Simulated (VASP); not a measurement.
VASP input:

### POSCAR
```
BeTe
1
    0.0000000000     2.8063353398     2.8063353398
    2.8063353398     0.0000000000     2.8063353398
    2.8063353398     2.8063353398     0.0000000000
Be Te
1 1
Direct
  0.0000000000   0.0000000000   0.0000000000
  0.2500000000   0.2500000000   0.2500000000
```

### INCAR
```
SYSTEM  =  BeTe
PREC  =  Accurate; ENCUT  =  520; LREAL  =  .False.
LASPH  =  .True.
EDIFF  =  1E-7; NELM  =  100; ALGO  =  Normal
LMAXMIX  =  4
ISMEAR  =  0; SIGMA  =  0.05
GGA  =  PS
ISIF  =  2
LWAVE  =  .False.; LCHARG  =  .False.
```

**KPOINTS**
```
kpoints
0
Gamma
  8 8 8
```

POTCAR, in this order: Be Te (PBE.64 set). Program: vasp_std.

### Question
Write an equivalent input for Quantum ESPRESSO's pw.x.

### Answer
One equivalent input (not run):
```
&CONTROL
  calculation = 'scf'
  pseudo_dir = './pseudo'
  outdir = './out'
  tprnfor = .true.
  tstress = .true.
/
&SYSTEM
  ibrav = 0
  nat = 2
  ntyp = 2
  ecutwfc = 88
  occupations = 'smearing'
  smearing = 'gaussian'
  degauss = 0.003675
  input_dft = 'pbesol'
/
&ELECTRONS
  conv_thr = 7.3e-09
  electron_maxstep = 100
/
ATOMIC_SPECIES
  Be 9.012 Be.upf
  Te 127.600 Te.upf
CELL_PARAMETERS angstrom
     0.0000000    2.8063353    2.8063353
     2.8063353    0.0000000    2.8063353
     2.8063353    2.8063353    0.0000000
ATOMIC_POSITIONS crystal
  Be   0.0000000  0.0000000  0.0000000
  Te   0.2500000  0.2500000  0.2500000
K_POINTS automatic
  8 8 8 0 0 0
```
Limits of the translation: the potentials are each code's own (VASP's PAW set, PseudoDojo norm-conserving files in pw.x), so ENCUT and ecutwfc are chosen apart and not converted; conv_thr bounds pw.x's estimated SCF error, while EDIFF bounds the energy change between steps.

The compound is BeTe in the zinc blende structure. It was relaxed first.
